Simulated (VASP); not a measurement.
Level of theory: PBEsol GGA, VASP's PBE PAW potentials (set 64) (plane waves; VASP 6.6.1).

Input for VASP

INCAR:
```
SYSTEM = HgTe
PREC = Accurate; ENCUT = 400; LREAL = .FALSE.
LASPH = .TRUE.
EDIFF = 1E-7; NELM = 100; ALGO = Normal
LMAXMIX = 6
ISMEAR = -5
GGA = PS
ISIF = 2
LWAVE = .FALSE.; LCHARG = .TRUE.; LORBIT = 11
NEDOS = 601
LEFG = .TRUE.
```

File KPOINTS:
```
Automatic mesh
0
Gamma
6 6 3
0 0 0
```

POSCAR:
```
HgTe
1
    4.5193445276     0.0000000000    -0.0000000000
   -2.2596722638     3.9138673182    -0.0000000000
   -0.0000000000    -0.0000000000    10.1735602423
Hg Te
3 3
Direct
  0.6488436951   0.6488436951   0.0000000000
  0.3511563049   0.0000000000   0.6666670000
  0.0000000000   0.3511563049   0.3333330000
  0.5414481077   0.5414481077   0.5000000000
  0.4585518923   0.0000000000   0.1666670000
  1.0000000000   0.4585518923   0.8333330000
```

POTCAR, in this order: Hg Te (PBE.64 set). Program: vasp_std.

The run wrote:

**OUTCAR**
```
 ion  position               nearest neighbor table
   1  0.649  0.649  0.000-   6 2.74   5 2.74   6 3.11   5 3.11   5 3.60   6 3.60
   2  0.351  0.000  0.667-   6 2.74   4 2.74   6 3.11   4 3.11   6 3.60   4 3.60
   3  0.000  0.351  0.333-   5 2.74   4 2.74   5 3.11   4 3.11   5 3.60   4 3.60
   4  0.541  0.541  0.500-   3 2.74   2 2.74   3 3.11   2 3.11   2 3.60   3 3.60
   5  0.459  0.000  0.167-   3 2.74   1 2.74   3 3.11   1 3.11   3 3.60   1 3.60
   6  0.000  0.459  0.833-   2 2.74   1 2.74   2 3.11   1 3.11   2 3.60   1 3.60
  LATTYP: Found a hexagonal cell.
 ALAT       =     4.5193445276
 C/A-ratio  =     2.2511141118
 Subroutine PRICEL returns:
 Original cell was already a primitive cell.
 Subroutine GETGRP returns: Found  6 space group operations
The static configuration has the point symmetry C_2 .
 The point group associated with its full space group is D_3 .
The dynamic configuration has the point symmetry C_2 .
 Subroutine INISYM returns: Found  6 space group operations
 Subroutine IBZKPT returns following result:
 Found     17 irreducible k-points:

 Following reciprocal coordinates:
            Coordinates               Weight
  0.000000  0.000000  0.000000      1.000000
  0.166667  0.000000  0.000000      6.000000
  0.333333  0.000000  0.000000      6.000000
...
```

OSZICAR:
```
       N       E                     dE             d eps       ncg     rms          rms(c)
DAV:   1     0.312541242910E+03    0.31254E+03   -0.20898E+04  1088   0.121E+03
DAV:   2     0.297624425185E+01   -0.30956E+03   -0.30322E+03  1224   0.300E+02
DAV:   3    -0.134218787251E+02   -0.16398E+02   -0.16312E+02  1304   0.696E+01
DAV:   4    -0.136254404909E+02   -0.20356E+00   -0.20348E+00  1296   0.726E+00
DAV:   5    -0.136273442988E+02   -0.19038E-02   -0.19038E-02  1336   0.755E-01    0.134E+01
DAV:   6    -0.129086478800E+02    0.71870E+00   -0.21583E+00  1168   0.134E+01    0.105E+01
DAV:   7    -0.128938224867E+02    0.14825E-01   -0.64903E-01  1232   0.380E+00    0.315E+00
DAV:   8    -0.128833365762E+02    0.10486E-01   -0.76915E-02  1168   0.233E+00    0.120E+00
DAV:   9    -0.128831107891E+02    0.22579E-03   -0.69957E-03  1232   0.655E-01    0.274E-01
DAV:  10    -0.128829401301E+02    0.17066E-03   -0.93715E-04  1256   0.263E-01    0.387E-02
DAV:  11    -0.128829534232E+02   -0.13293E-04   -0.19835E-04  1184   0.923E-02    0.676E-02
DAV:  12    -0.128829473659E+02    0.60573E-05   -0.31226E-05  1240   0.460E-02    0.282E-02
DAV:  13    -0.128829485678E+02   -0.12019E-05   -0.88689E-06  1192   0.126E-02    0.493E-02
DAV:  14    -0.128829482411E+02    0.32669E-06   -0.14802E-06  1072   0.494E-03    0.167E-02
DAV:  15    -0.128829483841E+02   -0.14294E-06   -0.46339E-07  1016   0.303E-03    0.996E-04
DAV:  16    -0.128829483962E+02   -0.12124E-07   -0.31941E-08   656   0.961E-04
   1 F= -.12882948E+02 E0= -.12882948E+02  d E =0.000000E+00
```

**OUTCAR**
```
------------------------ aborting loop because EDIFF is reached ----------------------------------------
  FORCE on cell =-STRESS in cart. coord.  units (eV):
  Direction    XX          YY          ZZ          XY          YZ          ZX
  --------------------------------------------------------------------------------------
  Total       -0.0541847     -0.0541847     -0.0506753      0.0000000      0.0000000      0.0000000
  in kB       -0.4824287     -0.4824287     -0.4511829      0.0000000      0.0000000      0.0000000
  external PRESSURE =      -0.4720134 kB  Pullay stress =       0.0000000 kB
  volume of cell :      179.95
      direct lattice vectors                 reciprocal lattice vectors
     4.519344528  0.000000000  0.000000000     0.221271026  0.127750882  0.000000000
    -2.259672264  3.913867318  0.000000000     0.000000000  0.255501763  0.000000000
     0.000000000  0.000000000 10.173560242     0.000000000  0.000000000  0.098294007
 POSITION                                       TOTAL-FORCE (eV/Angst)
 -----------------------------------------------------------------------------------
      1.46617      2.53949      0.00000        -0.010618     -0.018390     -0.000000
      1.58700      0.00000      6.78238         0.021235     -0.000000     -0.000000
     -0.79350      1.37438      3.39118        -0.010618      0.018390     -0.000000
      1.22350      2.11916      5.08678         0.001741      0.003015     -0.000000
      2.07235      0.00000      1.69560        -0.003482     -0.000000     -0.000000
     -1.03618      1.79471      8.47796         0.001741     -0.003015      0.000000
 -----------------------------------------------------------------------------------
    total drift:                               -0.001222      0.001874     -0.000023
  FREE ENERGIE OF THE ION-ELECTRON SYSTEM (eV)
  ---------------------------------------------------
  free  energy   TOTEN  =       -12.8829483962 eV

  energy  without entropy=      -12.8829483962  energy(sigma->0) =      -12.88294840

 total charge

# of ion       s       p       d       tot
------------------------------------------
    1        0.792   0.347   9.335  10.473
    2        0.792   0.347   9.335  10.473
    3        0.792   0.347   9.335  10.473
    4        1.391   1.919   0.033   3.344
    5        1.391   1.919   0.033   3.344
    6        1.391   1.919   0.033   3.344
--------------------------------------------------
tot          6.550   6.797  28.103  41.451
```
(Selected blocks of OUTCAR.)

**OUTCAR**
```
 val. band max:        3.8948436876   @ k =   0.0000   0.0000   0.3333

 cond. band min:       4.3041436525   @ k =   0.0000   0.0000   0.0000


 Fermi energy:         3.9102664101

 k-point     1 :       0.0000    0.0000    0.0000
  band No.  band energies     occupation
      1      -8.3430      2.00000
      2      -7.4170      2.00000
      3      -7.4170      2.00000
      4      -3.5151      2.00000
      5      -3.5151      2.00000
      6      -3.2768      2.00000
      7      -3.2568      2.00000
      8      -3.2568      2.00000
      9      -3.1115      2.00000
     10      -2.9808      2.00000
     11      -2.9808      2.00000
     12      -2.9668      2.00000
     13      -2.8162      2.00000
     14      -2.8161      2.00000
     15      -2.8010      2.00000
     16      -2.7308      2.00000
     17      -2.7308      2.00000
     18      -2.7120      2.00000
     19      -0.8162      2.00000
     20      -0.8162      2.00000
     21       2.1737      2.00000
     22       2.3403      2.00000
     23       2.7148      2.00000
     24       2.7148      2.00000
     25       3.7003      2.00000
     26       3.7003      2.00000
     27       3.7131      2.00000
     28       4.3041      0.00000
     29       5.9901      0.00000
     30       5.9902      0.00000
     31       7.1439      0.00000
     32       7.1440      0.00000

 k-point     2 :       0.1667    0.0000    0.0000
  band No.  band energies     occupation
      1      -8.1835      2.00000
      2      -7.3855      2.00000
      3      -7.3462      2.00000
      4      -3.5475      2.00000
      5      -3.5311      2.00000
      6      -3.2761      2.00000
      7      -3.1980      2.00000
      8      -3.1143      2.00000
      9      -3.0857      2.00000
     10      -2.9817      2.00000
     11      -2.9668      2.00000
     12      -2.9580      2.00000
     13      -2.8550      2.00000
     14      -2.8136      2.00000
     15      -2.7699      2.00000
     16      -2.7159      2.00000
...
```

Unless said otherwise, spin-orbit coupling is left out, though it shifts the bands of the heavy elements here.

The structure comes from a computed database's HgTe entry (P3_221); how it stands against other phases isn't given here. It was relaxed first, which changed the volume by -8 %.
